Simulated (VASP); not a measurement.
The input files of a VASP run:

**INCAR**
```
SYSTEM = BAs
PREC = Accurate
ENCUT = 520
EDIFF = 1E-6
NELM = 100
ALGO = Normal
LREAL = .FALSE.
LASPH = .TRUE.
ISMEAR = 0
SIGMA = 0.05
GGA = RE
LMAXMIX = 4
LWAVE = .FALSE.
LCHARG = .FALSE.
IBRION = 2
ISIF = 3
NSW = 60
EDIFFG = -0.01
```

File POSCAR:
```
BAs
1
   -0.0000000000     2.4197098865     2.4197098865
    2.4197098865     0.0000000000     2.4197098865
    2.4197098865     2.4197098865     0.0000000000
B As
1 1
Direct
  0.0000000000   0.0000000000   0.0000000000
  0.2500000000   0.2500000000   0.2500000000
```

**KPOINTS**
```
K-points
0
G
9 9 9
0 0 0
```

POTCAR, in this order: B As (PBE.64 set). Program: vasp_std.

Q: Translate this revPBE calculation to Quantum ESPRESSO's pw.x.

A: One equivalent input (not run):
```
&CONTROL
  calculation = 'vc-relax'
  pseudo_dir = './pseudo'
  outdir = './out'
  tprnfor = .true.
  tstress = .true.
  nstep = 60
  forc_conv_thr = 0.00039
/
&SYSTEM
  ibrav = 0
  nat = 2
  ntyp = 2
  ecutwfc = 84
  occupations = 'smearing'
  smearing = 'gaussian'
  degauss = 0.003675
  input_dft = 'revpbe'
/
&ELECTRONS
  conv_thr = 7.3e-08
  electron_maxstep = 100
/
&IONS
/
&CELL
/
ATOMIC_SPECIES
  B 10.810 B.upf
  As 74.922 As.upf
CELL_PARAMETERS angstrom
    -0.0000000    2.4197099    2.4197099
     2.4197099    0.0000000    2.4197099
     2.4197099    2.4197099    0.0000000
ATOMIC_POSITIONS crystal
  B    0.0000000  0.0000000  0.0000000
  As   0.2500000  0.2500000  0.2500000
K_POINTS automatic
  9 9 9 0 0 0
```
What does not carry over: the potentials are each code's own (VASP's PAW set, PseudoDojo norm-conserving files in pw.x), so ENCUT and ecutwfc are chosen apart and not converted; conv_thr bounds pw.x's estimated SCF error, while EDIFF bounds the energy change between steps; forc_conv_thr acts on force components and is met together with etot_conv_thr.

The compound is BAs in the zinc blende structure. It was relaxed first. The start is the result of an earlier pass.
